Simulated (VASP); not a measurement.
Input:

```
MgSe
1.0
    0.00000     2.76708     2.76708
    2.76708     0.00000     2.76708
    2.76708     2.76708     0.00000
Mg Se
1 1
Direct
  0.00000   0.00000   0.00000
  0.50000   0.50000   0.50000
```

Computed with HSE06 screened hybrid, VASP's PBE PAW potentials (set 64) (plane waves; VASP). Settings: 300 eV cut-off, 5×5×5 Γ-centred mesh, Fermi-Dirac smearing of 0.050 eV, potentials Mg Se.

### Question
Give the stress tensor in GPa (positive for a compressed cell).

### Answer

```
-2.54   0.00   0.00
 0.00  -2.54   0.00
 0.00   0.00  -2.54
```
The pressure is its mean diagonal, -2.54 GPa.

The structure comes from a computed database's MgSe entry; how it stands against other phases isn't given here. The cell was not relaxed at this level.
